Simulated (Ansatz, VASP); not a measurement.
# AgHgBr3 in two plane-wave programs, part 2 of 2

Aim: how closely do two programs agree when they are given the same cell, functional and k mesh? The cell is invented: As first built, before any earlier steps moved the atoms (in the runner's words): it takes the CsHgBr3 structure with some of its atoms replaced by other elements, volume scaled by an estimate. It may not be a known or stable phase. The cell is taken from a series of runs on this material, whose earlier steps may have relaxed, scaled, displaced or heated it; both programs get it as it stands. Valence electrons are named where the data sets of a main pair hold unlike numbers.

VASP 6.6.1 and Ansatz 0.2.0.

So far: Set-up; VASP: zone-centre phonons, PBEsol with D3(BJ).

## 3. Ansatz: zone-centre phonons, PBEsol with D3(BJ)

Level of this step: Ansatz beside VASP: Kohn-Sham DFT, plane waves, PBEsol with D3(BJ) (Ansatz).

Ansatz runs on its default PAW (the set named soft_2) files.

The same cell, functional, mesh and smearing now go to Ansatz, which takes its cutoff from its data sets.

Contents of input.yaml:

```yaml
crystal:
  lattice:
    - [5.3618733194, 0.0, 0.0]
    - [0.0, 5.3618733194, 0.0]
    - [0.0, 0.0, 5.3618733194]
  atoms:
    - { symbol: Hg, position: [0.5, 0.5, 0.5] }
    - { symbol: Ag, position: [0.0, 0.0, 0.0] }
    - { symbol: Br, position: [0.0, 0.5, 0.5] }
    - { symbol: Br, position: [0.5, 0.0, 0.5] }
    - { symbol: Br, position: [0.5, 0.5, 0.0] }
hamiltonian:
  xc: pbesol
  pseudopotentials: { kind: paw }
  dispersion: d3bj
kpoints:
  mp_grid: { grid: [6, 6, 6] }
scf:
  occupations: { method: methfessel_paxton, width: 0.2 }
phonons:
  method: dfpt
  qpoints: [[0, 0, 0]]
```

Command:

```sh
> ansatz run input.yaml --threads 4 --pin off --max-ram 9216MiB --backend cpu --events-out ev --progress --plain --runs-dir out
```

Numbers of over 12 decimals in the logs are rounded to 6 here.

The log of the run:

```text
zone centre: on kpoints.mp_grid the ground state, and the responses unless they are solved on pairs of k-points, stand on 64 of the mesh's 216 k-points, reduced under 8 symmetry operations, with k and −k counted as one. Each operation leaves every solved displacement unchanged or reverses it
Engine: ansatz 0.2.0, x86_64-unknown-linux-gnu
Pseudopotentials: kind: paw
Pseudopotential: Hg, paw, valence charge 20, recommended cutoff 420 eV (normal), Hg.paw.azcp
Pseudopotential: Ag, paw, valence charge 19, recommended cutoff 420 eV (normal), Ag.paw.azcp
Pseudopotential: Br, paw, valence charge 7, recommended cutoff 420 eV (normal), Br.paw.azcp
Functional definition: PBEsol
  exchange = pbesol_x
  correlation = pbesol_c
Crystal: 5 atoms, lattice volume = 154.152 Å³
Basis set: ecut = 420 eV, 2969 PW (Γ), exchange–correlation on 72×72×72 points (8 copies of the dense FFT grid, shifted against one another)
Bands: 36, of which v1, the nominal top of the filled ones, is band 30 counted from 1 (29 counted from 0)
Symmetry: 48 space group operations
k-points: 64 of 216 (irreducible under 8 space group operations)
Non-local potential: Hg, projectors of the file, l = 0: 3, l = 1: 2, l = 2: 2, l = 3: 1
Non-local potential: Ag, projectors of the file, l = 0: 3, l = 1: 2, l = 2: 2, l = 3: 1
Non-local potential: Br, projectors of the file, l = 0: 2, l = 1: 2, l = 2: 2
PAW form: soft (Blöchl's): semilocal exchange-correlation on the pseudo side does not see the compensation charge
PAW frozen core: Hg, regenerated for the run's functional, and the local potential with it (the file was generated under x = pbe(κ = 0.804, μ = 0.219515), c = pbe(β = 0.066725))
PAW frozen core: Ag, regenerated for the run's functional, and the local potential with it (the file was generated under x = pbe(κ = 0.804, μ = 0.219515), c = pbe(β = 0.066725))
PAW frozen core: Br, regenerated for the run's functional, and the local potential with it (the file was generated under x = pbe(κ = 0.804, μ = 0.219515), c = pbe(β = 0.066725))
PAW one-centre angular grid: Hg, 590 points (default); XC on 64 Gauss nodes
PAW one-centre angular grid: Ag, 590 points (default); XC on 64 Gauss nodes
PAW one-centre angular grid: Br, 110 points (default); XC on 64 Gauss nodes
Initial density: superposition of atomic densities (neutral atoms: chi_scale 0, normalization atom), corrected by the library's trained network
Initial wavefunctions: pseudopotential atomic-orbital guess
Functional: x = pbesol(κ = 0.804, μ = 0.123457), c = pbesol(β = 0.046)
SCF iter   1: F=—  HF=-29400.609577 eV  |F-HF|=—  |Δ(HF+E_count)|=         —  Δρ=3.23e-3  dr2=2.07e-2  ethr=1.77e-3  ⟨swp⟩=6.8  Hψ=9931  notcnv=0
preconditioner: auto → Kerker (q_TF=auto, 2.331 Å⁻¹)  [metal: Δε(μ)=0.069 eV  Ē_g=9.513 eV  σ=0.200 eV  W_gap=0.28  n_scr=26 (ndim 8)  ℏωp=19.8 eV  f_vac=0.052  D(μ)=0.94/eV (n_scr^D=0)]
SCF iter   2: F=—  HF=-29400.609259 eV  |F-HF|=—  |Δ(HF+E_count)|=   3.18e-4  S|Δr|=    0.00e0  Δρ=1.72e-3  dr2=7.76e-3  ethr=3.46e-5  ⟨swp⟩=2.8  Hψ=4259  notcnv=0
SCF iter   3: F=—  HF=-29400.607201 eV  |F-HF|=—  |Δ(HF+E_count)|=   2.06e-3  S|Δr|=    0.00e0  Δρ=5.48e-4  dr2=1.07e-3  ethr=1.29e-5  ⟨swp⟩=2.2  Hψ=3287  notcnv=0
SCF iter   4: F=—  HF=-29400.607025 eV  |F-HF|=—  |Δ(HF+E_count)|=   1.75e-4  S|Δr|=    0.00e0  Δρ=2.06e-4  dr2=1.40e-4  ethr=1.78e-6  ⟨swp⟩=2.1  Hψ=3250  notcnv=0
SCF iter   5: F=—  HF=-29400.607020 eV  |F-HF|=—  |Δ(HF+E_count)|=   5.53e-6  S|Δr|=    0.00e0  Δρ=6.35e-5  dr2=1.89e-5  ethr=2.33e-7  ⟨swp⟩=2.1  Hψ=3276  notcnv=0
SCF iter   6: F=—  HF=-29400.607016 eV  |F-HF|=—  |Δ(HF+E_count)|=   3.63e-6  S|Δr|=    0.00e0  Δρ=2.35e-5  dr2=2.49e-6  ethr=3.15e-8  ⟨swp⟩=2.1  Hψ=3519  notcnv=0
SCF iter   7: F=—  HF=-29400.607026 eV  |F-HF|=—  |Δ(HF+E_count)|=   9.22e-6  S|Δr|=    0.00e0  Δρ=1.10e-5  dr2=2.87e-7  ethr=4.14e-9  ⟨swp⟩=2.5  Hψ=3835  notcnv=0
SCF iter   8: F=—  HF=-29400.607026 eV  |F-HF|=—  |Δ(HF+E_count)|=   2.54e-7  S|Δr|=    0.00e0  Δρ=3.92e-6  dr2=2.50e-8  ethr=4.79e-10  ⟨swp⟩=2.2  Hψ=3932  notcnv=0
SCF iter   9: F=—  HF=-29400.607026 eV  |F-HF|=—  |Δ(HF+E_count)|=   2.23e-8  S|Δr|=    0.00e0  Δρ=9.07e-7  dr2=1.64e-9  ethr=4.16e-11  ⟨swp⟩=2.0  Hψ=4026  notcnv=0
SCF iter  10: F=—  HF=-29400.607026 eV  |F-HF|=—  |Δ(HF+E_count)|=   3.70e-9  S|Δr|=    0.00e0  Δρ=2.73e-7  dr2=1.91e-10  ethr=2.74e-12  ⟨swp⟩=2.0  Hψ=3644  notcnv=0
SCF iter  11: F=—  HF=-29400.607026 eV  |F-HF|=—  |Δ(HF+E_count)|=  1.38e-10  S|Δr|=    0.00e0  Δρ=9.94e-8  dr2=2.71e-11  ethr=1.00e-12  ⟨swp⟩=2.0  Hψ=2747  notcnv=0
SCF iter  12: F=-29400.607026 eV  HF=-29400.607026 eV  |F-HF|=1.09e-11  |Δ(HF+E_count)|=  7.28e-12  S|Δr|=    0.00e0  Δρ=3.04e-8  dr2=2.03e-12  ethr=1.00e-12  ⟨swp⟩=11.0  Hψ=11738  notcnv=0
SCF 1 converged in 12 iterations: F = -29400.607026 eV  dr2 = 2.03e-12
  greatest PAW one-centre occupation: 1.000 electrons in one spin orbital (limit 2), on the Ag atom at site 1 (counted from 0), in its partial waves of l = 0
DFPT response loops at Γ: preconditioner auto → Kerker (q_TF=auto, 2.331 Å⁻¹) (partly filled bands, converged f_vac=0.051); β = 1.00, the filter's whole step (`scf.mixing.beta` (0.50) is not read by the response loops under this deck's `scf.mixing.preconditioner`; to damp them name `kerker` or `kerker_dos`, under which they read `scf.mixing.beta`, and type it under 1.00, their step now; both keys bind the ground state too); Broyden in place of MSR1
SCF converged after 12 iterations
Stability not checked: this state was not tested for a lower state beside it, because cold or Methfessel-Paxton smearing, or corrected tetrahedra, fill the levels in a way that the test cannot read (fill_not_monotonic; see scf.lower_state_search)
Free energy (F): -29400.607026 eV
Harris-Foulkes:  -29400.607026 eV  (|F-HF|=1.09e-11)
Internal energy: -29400.602789 eV  (E = F + TS)
E sigma→0 (E₀):  -29400.605966 eV
Entropy (-TS):   -0.004237 eV (-0.847 meV/atom)
Fermi energy:    5.139494 eV
--- Per-component energies (eV) ---
  E_band       = -1030.385295
  E_kinetic    = 1529.574881
  E_local      = -8033.685426  (includes V_loc(G=0)·N_el)
  E_nonlocal   = 378.011797
  E_hartree    = 3395.887684
  E_xc         = -1180.798308
  E_vxc        = -799.054673  (∫ρ·V_xc dr)
  E_paw        = -20249.183894  (= ΣΔE_a)
  E_vpaw       = -897.008423  (= ΣTr[D̂ρ^β])
  E_aug_tail   = 0.001151  (compensation charges beyond the density's cutoff)
  E_ewald      = -5240.115176
  E_disp       = -1.223699  (pairwise vdW)
  E_core_change = 0.928201  (= ΣΔE_core)
  E_smearing   = -0.004237  (= −TS)
  E_closure    = 0.000000  (closes the sum)
  Σ components = -29400.607026   (vs F -29400.607026, Δ=0.00e0)
--- Band table (eV; the first three rows and the last of 64) ---
  k-point 0: bands = [... 26 lower, 3.4383, 3.5750, 3.5750, 3.5750, 3.6712, 5.1476, 11.6635, 11.6635, ... 2 higher]
  k-point 1: bands = [... 26 lower, 3.4400, 3.4400, 3.5721, 3.5721, 4.7329, 5.5921, 10.7190, 11.5760, ... 2 higher]
  k-point 2: bands = [... 26 lower, 3.3758, 3.4225, 3.6226, 3.6226, 6.0185, 6.7656, 9.5438, 11.1026, ... 2 higher]
  k-point 63: bands = [... 26 lower, 4.2060, 4.2060, 5.2150, 5.2150, 5.5061, 9.8251, 9.8251, 9.8251, ... 2 higher]
--- Phonons (Γ-DFPT): 4 representative perturbations + reference, on 64 of 216 k-points (Σ response iterations 12) ---
  k mesh reduced under 8 symmetry operations, with k and −k counted as one. Each operation leaves every solved displacement unchanged or reverses it
  ASR residual: 1.414e-5 → 0.000e0 eV/Å²; symmetrization residual: 1.464e-5 eV/Å²
  pairwise dispersion correction: d3bj (s6 = 1.0, s8 = 2.9491, a1 = 0.4466, a2_bohr = 6.1742), with the weights of each atom's references fixed at the reference crystal's, and the forces and stress that the weights' published response gives there kept as a pressure on the atom's counted neighbours (hamiltonian.dispersion)
  ASR residual per site (eV/Å²): 1.22e-5 5.98e-6 1.41e-5 1.41e-5 1.41e-5
  Γ frequencies (cm⁻¹): -77.27 -77.27 -77.27 -59.55 -59.55 -59.55 0.00 0.00 0.00 35.97 35.97 35.97 193.31 193.31 193.31
  non-analytic LO–TO correction: not included (Born effective charges unavailable; polar crystals: no LO–TO splitting at Γ)
--- Phonons (arbitrary-q DFPT): 1 explicit q-point ---
  q = [0, 0, 0] (of the zone-centre solve; hermiticity 3.32e-6, symmetrization 1.55e-13): -77.27 -77.27 -77.27 -59.55 -59.55 -59.55 -0.00 -0.00 -0.00 35.97 35.97 35.97 193.31 193.31 193.31
  sum rule: each row above includes the acoustic sum rule's correction from the zone centre's row sums; it moved no ω² by more than (0.22 cm⁻¹)²
```

Reading the cycles: dr2 is the Hartree energy of the density residual (eV), the measure of convergence; HF is the Harris–Foulkes estimate of the energy, which meets the free energy F at convergence.

## 4. Side by side

Known differences besides the potentials themselves: the data sets hold 60 valence electrons in Ansatz (on its default PAW (the set named soft_2) files) and 44 in VASP; the cutoff is 420 eV in Ansatz and 400 eV in VASP; Ansatz makes its cores anew for this functional, VASP keeps those of its PBE data sets; Ansatz takes the dispersion share of the force constants at frozen C6 weights, VASP differentiates the full forces; VASP uses finite displacements, Ansatz perturbation theory. Total energies have different zeros and are not compared.

Compared:

| quantity | Ansatz | VASP | difference |
| --- | --- | --- | --- |
| optical mode 1 to 3 (imaginary, printed as negative) (cm⁻¹) | -77.3 | -66.9 | -10.3 |
| optical mode 4 to 6 (imaginary, printed as negative) (cm⁻¹) | -59.5 | -55.3 | -4.3 |
| optical mode 7 to 9 (cm⁻¹) | 36.0 | 35.3 | +0.7 |
| optical mode 10 to 12 (cm⁻¹) | 193.3 | 197.1 | -1.91 % |

Modes are paired by rising frequency, not by their patterns, so a pair may set unlike modes beside each other; they are those without the splitting of longitudinal modes.

## 5. Other set-ups

Further runs change the set-up of one program: Ansatz's method, potentials or start, or VASP's data sets, cutoff or form of LDA. The table gives Ansatz less VASP for each quantity, since a change that brings one quantity closer may part another.

| run | optical mode 1 to 3 (imaginary, printed as negative) (cm⁻¹) | optical mode 4 to 6 (imaginary, printed as negative) (cm⁻¹) | optical mode 7 to 9 (cm⁻¹) | optical mode 10 to 12 (%) |
| --- | --- | --- | --- | --- |
| as above | -10 | -4.3 | 0.66 | -1.9 |
| VASP with the data sets Hg_sv_GW, Ag_sv_GW and Br_GW and a cutoff of 570 eV | -9.9 | -5.6 | -0.98 | -0.16 |

## 6. What came out

- r.m.s. difference of the optical zone-centre modes, each program's sorted by frequency (zone-centre phonons, PBEsol with D3(BJ)): 5.9 cm⁻¹
- difference in optical mode 10 to 12 (zone-centre phonons, PBEsol with D3(BJ)): -1.9 %

The r.m.s. difference of the optical zone-centre modes, each program's sorted by frequency is 5.9 cm⁻¹ (zone-centre phonons, PBEsol with D3(BJ)). The data sets hold unlike numbers of valence electrons (60 in Ansatz and 44 in VASP), so part of the differences comes from the potentials. Among the rows given in per cent, the largest difference of the zone-centre phonons, PBEsol with D3(BJ) pair is in optical mode 10 to 12, -1.9 %. Zone-centre phonons, PBEsol with D3(BJ), VASP with the data sets Hg_sv_GW, Ag_sv_GW and Br_GW and a cutoff of 570 eV: the difference in optical mode 4 to 6 (imaginary, printed as negative) goes from -4.3 to -5.6 cm⁻¹; the difference in optical mode 7 to 9 goes from 0.66 to -0.98 cm⁻¹; the difference in optical mode 10 to 12 goes from -1.9 to -0.16 %. How closely two codes agree says nothing of how well the functional describes the real material.

[Lines on the potential files, build, host, timing and source positions are cut from VASP's logs without a mark.]

[Logs are printed without paths, hosts, clocks, repeated set-up lines and the standing remarks that a program may print on its own settings, such as how far it seeks lower states.]

[Hosts, paths, dates, database ids (printed as entryN), source tags and the programs' standing remarks are cut or masked in the printed files.]
